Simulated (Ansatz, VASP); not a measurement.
# Cross-check of Ge (Germanium) between VASP and Ansatz, part 2 of 2

Aim: how closely do two programs agree when they are given the same cell, functional and k mesh? The structure shown comes from an earlier Ansatz run, which isn't shown and may have moved the atoms alone.

VASP 6.6.1 and Ansatz 0.2.0.

So far: Set-up; Ansatz: elastic constants, PBEsol.

**3. VASP: elastic constants, PBEsol**

Level of this step: PBEsol; plane waves and PAW (Ge_d) (VASP).

The same cell, functional, mesh and smearing now go to VASP, with its own data sets.

Lines of VASP's logs that name or quote its potential files are left out, and so is its time.

INCAR reads:

```
SYSTEM = Ge
PREC = Accurate
ENCUT = 500
EDIFF = 1E-08
NELM = 120
ISMEAR = -1
SIGMA = 0.15
LREAL = .FALSE.
ALGO = Normal
GGA = PS
NBANDS = 20
LORBIT = 11
LWAVE = .FALSE.
LCHARG = .FALSE.
ISIF = 3
IBRION = 6
NFREE = 2
POTIM = 0.015
NSW = 1
LASPH = .TRUE.
GGA_COMPAT = .FALSE.
KPAR = 2
```

POSCAR reads:

```
Ge
1.0
    0.0000000000      2.8386733533      2.8386733533
    2.8386733533      0.0000000000      2.8386733533
    2.8386733533      2.8386733533      0.0000000000
Ge
2
Direct
    0.0000000000      0.0000000000      0.0000000000
    0.2500000000      0.2500000000      0.2500000000
```

KPOINTS reads:

```
Automatic mesh
0
Gamma
16 16 16
0 0 0
```

The projector-augmented-wave data sets are Ge_d (PBE family, release 64).

The run is started by

```bash
mpirun -np 2 vasp_std
```

Numbers of over 12 decimals in the logs are rounded to 6 here.

Log:

```text
[banner, memory and clock lines left out]
running    2 mpi-ranks, on    1 nodes
 distrk:  each k-point on    1 cores,    2 groups
 distr:  one band on    1 cores,    1 groups

 POSCAR found type information on POSCAR Ge
 POSCAR found :  1 types and       2 ions
|                                                                             |
|               ----> ADVICE to this user running VASP <----                  |
|                                                                             |
|     You enforced a specific xc type in the INCAR file but a different       |
|     [... a line on the potential file left out ...]
|     I HOPE YOU KNOW WHAT YOU ARE DOING!                                     |
|                                                                             |

 LDA part: xc-table for (Slater+PW92), standard interpolation
 POSCAR, INCAR and KPOINTS ok, starting setup
 FFT: planning ... GRIDC
 FFT: planning ... GRID_SOFT
 FFT: planning ... GRID
 WAVECAR not read
 entering main loop
       N       E                     dE             d eps       ncg     rms          rms(c)
DAV:   1     0.175729257285E+03    0.17573E+03   -0.14481E+04  6212   0.372E+03
DAV:   2     0.147303121396E+02   -0.16100E+03   -0.15680E+03  5812   0.578E+02
DAV:   3    -0.924901690486E+01   -0.23979E+02   -0.23799E+02  6536   0.142E+02
DAV:   4    -0.100109277167E+02   -0.76191E+00   -0.76125E+00  6464   0.297E+01
DAV:   5    -0.100237768815E+02   -0.12849E-01   -0.12849E-01  6564   0.418E+00    0.320E+00
DAV:   6    -0.992382591553E+01    0.99951E-01   -0.35339E-02  7616   0.237E+00    0.183E+00
DAV:   7    -0.987604334924E+01    0.47783E-01   -0.59168E-02  6252   0.254E+00    0.156E-01
DAV:   8    -0.987702572268E+01   -0.98237E-03   -0.69318E-03  6560   0.123E+00    0.470E-02
DAV:   9    -0.987710194560E+01   -0.76223E-04   -0.29727E-04  7128   0.285E-01    0.116E-02
DAV:  10    -0.987711744423E+01   -0.15499E-04   -0.24344E-05  6436   0.470E-02    0.517E-03
DAV:  11    -0.987711844683E+01   -0.10026E-05   -0.59782E-06  7900   0.396E-02    0.180E-03
DAV:  12    -0.987711808721E+01    0.35961E-06   -0.11762E-06  7632   0.206E-02    0.294E-04
DAV:  13    -0.987711804489E+01    0.42322E-07   -0.29500E-08  6380   0.183E-03    0.964E-05
DAV:  14    -0.987711803346E+01    0.11428E-07   -0.26550E-09  3804   0.959E-04    0.241E-05
DAV:  15    -0.987711803527E+01   -0.18090E-08   -0.44952E-10  3400   0.258E-04
   1 F= -.98771180E+01 E0= -.98733533E+01  d E =-.752940E-02
[... from here on, the cycles between the ionic steps are left out ...]
   2 F= -.98729115E+01 E0= -.98688729E+01  d E =-.807705E-02
   7 F= -.98739986E+01 E0= -.98703470E+01  d E =-.730318E-02
   8 F= -.98745419E+01 E0= -.98707430E+01  d E =-.759784E-02
   9 F= -.98745412E+01 E0= -.98707422E+01  d E =-.759786E-02
  10 F= -.98745418E+01 E0= -.98707429E+01  d E =-.759782E-02
  11 F= -.98745411E+01 E0= -.98707421E+01  d E =-.759785E-02
  12 F= -.98745418E+01 E0= -.98707429E+01  d E =-.759781E-02
  13 F= -.98745411E+01 E0= -.98707421E+01  d E =-.759787E-02
  14 F= -.98759215E+01 E0= -.98721349E+01  d E =-.757330E-02
 Finite differences progress:
  Degree of freedom:   7/  7
  Displacement:        1/  2
  Total:              13/ 14
 bond charge predicted
       N       E                     dE             d eps       ncg     rms          rms(c)
DAV:   1    -0.987340748160E+01    0.25140E-02   -0.23018E+00 28616   0.118E+01    0.106E-01
DAV:   2    -0.987593737240E+01   -0.25299E-02   -0.26731E-02 27520   0.162E+00    0.631E-02
DAV:   3    -0.987592271987E+01    0.14653E-04   -0.65733E-04 35876   0.285E-01    0.132E-02
DAV:   4    -0.987592199941E+01    0.72046E-06   -0.30529E-05 29704   0.594E-02    0.419E-03
DAV:   5    -0.987592155690E+01    0.44250E-06   -0.25624E-06 33640   0.216E-02    0.994E-04
DAV:   6    -0.987592156884E+01   -0.11942E-07   -0.25332E-07 27876   0.613E-03    0.314E-04
DAV:   7    -0.987592157709E+01   -0.82491E-08   -0.23828E-08 23596   0.167E-03
  15 F= -.98759216E+01 E0= -.98721349E+01  d E =-.757333E-02
 Finite differences progress:
  Degree of freedom:   7/  7
  Displacement:        2/  2
  Total:              14/ 14
```

Parts of OUTCAR (step 3):

```text
ion  position               nearest neighbor table
   1  0.000  0.000  0.000-   2 2.46   2 2.46   2 2.46   2 2.46
   2  0.250  0.250  0.250-   1 2.46   1 2.46   1 2.46   1 2.46

  LATTYP: Found a face centered cubic cell.
 ALAT       =     5.6773467066

 Subroutine GETGRP returns: Found 48 space group operations
 (whereof 24 operations were pure point group operations)

The static configuration has the point symmetry T_d .
 The point group associated with its full space group is O_h .

 Found    145 irreducible k-points:

   k-points           NKPTS =    145   k-points in BZ     NKDIM =    145   number of bands    NBANDS=     20

   dimension x,y,z NGX =    30 NGY =   30 NGZ =   30
   dimension x,y,z NGXF=    60 NGYF=   60 NGZF=   60

   ENCUT  =  500.0 eV  36.75 Ry    6.06 a.u.   7.32  7.32  7.32*2*pi/ulx,y,z

   NELECT =      28.0000    total number of electrons

 k-points in reciprocal lattice and weights: Automatic mesh
   0.00000000  0.00000000  0.00000000       0.000
   0.06250000  0.00000000  0.00000000       0.002
   0.12500000  0.00000000  0.00000000       0.002
   0.18750000  0.00000000  0.00000000       0.002
   0.25000000  0.00000000  0.00000000       0.002
   0.31250000  0.00000000  0.00000000       0.002
   0.37500000  0.00000000  0.00000000       0.002
   0.43750000  0.00000000  0.00000000       0.002
   0.50000000  0.00000000  0.00000000       0.001
[...]
-0.31250000  0.50000000  0.18750000       0.003
  -0.25000000  0.50000000  0.25000000       0.001

 average (electrostatic) potential at core
       1 -74.2574       2 -74.2574

 E-fermi :   4.8369

 k-point     1 :       0.0000    0.0000    0.0000
  band No.  band energies     occupation
    ...
     11      -7.9592      2.00000
     12       4.6583      1.53370
     13       4.6890      1.45664
     14       4.7592      1.25327
     15       4.8283      1.02879
     16       7.2342      0.00000
     17       7.2868      0.00000
     18       7.3409      0.00000
     19      10.9536      0.00000
     20      14.2128      0.00000

 k-point     2 :       0.0625    0.0000    0.0000
  band No.  band energies     occupation
    ...
     10     -19.7314      2.00000
     11      -7.9119      2.00000
     12       3.6070      1.99945
     13       4.5957      1.66632
     14       4.6852      1.46649
     15       5.5203      0.02079
     16       7.3885      0.00000
     17       7.4671      0.00000
     18       7.4687      0.00000
     19      11.2233      0.00000
    ...

 k-point     3 :       0.1250    0.0000    0.0000
  band No.  band energies     occupation
    ...
     10     -19.7251      2.00000
     11      -7.7710      2.00000
     12       2.3996      2.00000
     13       4.3687      1.91555
     14       4.4516      1.85765
     15       5.7018      0.00624
     16       7.7042      0.00000
     17       7.7758      0.00000
     18       8.1795      0.00000
     19      11.9007      0.00000
    ...

  Total       -0.0433323     -0.0412807     -0.0412807      0.0000000     -0.1259007      0.0000000
  in kB       -1.5175594     -1.4457103     -1.4457103      0.0000000     -4.4092278      0.0000000
  external PRESSURE =      -1.4696600 kB  Pullay stress =       0.0000000 kB

  energy-cutoff  :      500.00
  volume of cell :       45.75
      direct lattice vectors                 reciprocal lattice vectors
     0.000000000  2.838673353  2.838673353    -0.176138618  0.176138618  0.176138618
     2.838673353  0.000000000  2.838673353     0.176138618 -0.176138618  0.176138618
     2.838673353  2.838673353  0.000000000     0.176138618  0.176138618 -0.176138618

 POSITION                                       TOTAL-FORCE (eV/Angst)
 -----------------------------------------------------------------------------------
     -0.01500      0.00000      0.00000         0.159719      0.000000      0.000000
      1.41934      1.41934      1.41934        -0.159719      0.000000      0.000000
 -----------------------------------------------------------------------------------
    total drift:                                0.001861      0.000002      0.000002

  FREE ENERGIE OF THE ION-ELECTRON SYSTEM (eV)
  ---------------------------------------------------
  free  energy   TOTEN  =        -9.8759215771 eV

  energy  without entropy=       -9.8683482501  energy(sigma->0) =       -9.87213491

  SYMMETRIZED ELASTIC MODULI (kBar)
 Direction    XX          YY          ZZ          XY          YZ          ZX
 --------------------------------------------------------------------------------
 XX        1143.0766    446.7023    446.7023      0.0000     -0.0000     -0.0000
 YY         446.7023   1143.0766    446.7023      0.0000      0.0000      0.0000
 ZZ         446.7023    446.7023   1143.0766      0.0000      0.0000      0.0000
 XY           0.0000      0.0000      0.0000    805.5858     -0.0000      0.0000
 YZ          -0.0000      0.0000      0.0000     -0.0000    805.5858     -0.0000
 ZX          -0.0000      0.0000      0.0000      0.0000     -0.0000    805.5858
 --------------------------------------------------------------------------------

 Eigenvectors and eigenvalues of the dynamical matrix
 ----------------------------------------------------

   1 f  =    8.465866 THz    53.192606 2PiTHz  282.390900 cm-1    35.011994 meV
             X         Y         Z           dx          dy          dz
      0.000000  0.000000  0.000000     0.000000   -0.707107    0.000000
      1.419337  1.419337  1.419337     0.000000    0.707107    0.000000

   2 f  =    8.465866 THz    53.192606 2PiTHz  282.390900 cm-1    35.011994 meV
             X         Y         Z           dx          dy          dz
      0.000000  0.000000  0.000000    -0.707107    0.000000    0.000000
      1.419337  1.419337  1.419337     0.707107    0.000000    0.000000

   3 f  =    8.465866 THz    53.192606 2PiTHz  282.390900 cm-1    35.011994 meV
             X         Y         Z           dx          dy          dz
      0.000000  0.000000  0.000000     0.000000    0.000000   -0.707107
      1.419337  1.419337  1.419337     0.000000    0.000000    0.707107

   4 f  =    0.000000 THz     0.000000 2PiTHz    0.000000 cm-1     0.000000 meV
             X         Y         Z           dx          dy          dz
      0.000000  0.000000  0.000000     0.707107    0.000000    0.000000
      1.419337  1.419337  1.419337     0.707107    0.000000    0.000000

   5 f  =    0.000000 THz     0.000000 2PiTHz    0.000000 cm-1     0.000000 meV
             X         Y         Z           dx          dy          dz
      0.000000  0.000000  0.000000     0.000000    0.707107    0.000000
      1.419337  1.419337  1.419337     0.000000    0.707107    0.000000

   6 f  =    0.000000 THz     0.000000 2PiTHz    0.000000 cm-1     0.000000 meV
             X         Y         Z           dx          dy          dz
      0.000000  0.000000  0.000000     0.000000    0.000000    0.707107
      1.419337  1.419337  1.419337     0.000000    0.000000    0.707107

 ELASTIC MODULI CONTR FROM IONIC RELAXATION (kBar)
 Direction    XX          YY          ZZ          XY          YZ          ZX
 --------------------------------------------------------------------------------
 XX          -0.0000     -0.0000     -0.0000     -0.0000      0.0000      0.0000
 YY          -0.0000     -0.0000     -0.0000     -0.0000     -0.0000      0.0000
 ZZ          -0.0000     -0.0000     -0.0000      0.0000     -0.0000      0.0000
 XY          -0.0000     -0.0000      0.0000   -231.8680      0.0000      0.0000
 YZ           0.0000     -0.0000     -0.0000      0.0000   -231.8680      0.0000
 ZX           0.0000      0.0000      0.0000      0.0000      0.0000   -231.8680
 --------------------------------------------------------------------------------

 TOTAL ELASTIC MODULI (kBar)
 Direction    XX          YY          ZZ          XY          YZ          ZX
 --------------------------------------------------------------------------------
 XX        1143.0766    446.7023    446.7023     -0.0000     -0.0000      0.0000
 YY         446.7023   1143.0766    446.7023     -0.0000     -0.0000      0.0000
 ZZ         446.7023    446.7023   1143.0766      0.0000     -0.0000      0.0000
 XY          -0.0000     -0.0000      0.0000    573.7177     -0.0000      0.0000
 YZ          -0.0000     -0.0000     -0.0000     -0.0000    573.7177     -0.0000
 ZX           0.0000      0.0000      0.0000      0.0000     -0.0000    573.7177
 --------------------------------------------------------------------------------

 total charge
# of ion       s       p       d       tot
------------------------------------------
    1        1.131   1.246  10.023  12.400
    2        1.131   1.246  10.023  12.400
--------------------------------------------------
tot          2.263   2.492  20.046  24.800

[... 3 further parts left out ...]
```

CONTCAR:

```
Ge
   1.00000000000000
     0.0000000000000000    2.8386733532999999    2.8386733532999999
     2.8386733532999999    0.0000000000000000    2.8386733532999999
     2.8386733532999999    2.8386733532999999    0.0000000000000000
  Ge
     2
Direct
     0.0026420792625827   -0.0026420792625827   -0.0026420792625827
     0.2500000000000000    0.2500000000000000    0.2500000000000000
```

Levels, forces or a CONTCAR printed for this step are those of its last displaced cell, not of the structure at rest.

**4. Differences**

Known differences besides the potentials themselves: the cutoff is 320 eV in Ansatz and 500 eV in VASP; Ansatz makes its cores anew for this functional, VASP keeps those of its PBE data sets; VASP takes each elastic constant from one size of strain, Ansatz from those that its log lists; Ansatz's log warns that its cutoff lies below the recommended one. Total energies have different zeros and are not compared.

The two programs side by side:

```csv
quantity,Ansatz,VASP,difference
C11 (GPa),111.4,114.3,-2.57 %
C22 (GPa),111.4,114.3,-2.57 %
C33 (GPa),111.4,114.3,-2.57 %
C12 (GPa),43.1,44.7,-3.60 %
C13 (GPa),43.1,44.7,-3.60 %
C23 (GPa),43.1,44.7,-3.60 %
C44 (GPa),55.9,57.4,-2.56 %
C55 (GPa),55.9,57.4,-2.56 %
C66 (GPa),55.9,57.4,-2.56 %
```

Our record labels this cell a metal in Ansatz alone; each run is judged by its own test, so with a small gap or wide smearing the label says little about the levels.

**5. What came out**

```
difference in C12 (elastic constants, PBEsol) : -3.6 %
```

The difference in C12 is -3.6 % (elastic constants, PBEsol), within the 5 % picked in this series as the mark of a large difference. How closely two codes agree says nothing of how well the functional describes the real material.

[Lines on the potential files, build, host, timing and source positions are cut from VASP's logs without a mark.]

[Logs are printed without paths, hosts, clocks, repeated set-up lines and the standing remarks that a program may print on its own settings, such as how far it seeks lower states.]

[Hosts, paths, dates, database ids (printed as entryN), source tags and the programs' standing remarks are cut or masked in the printed files.]
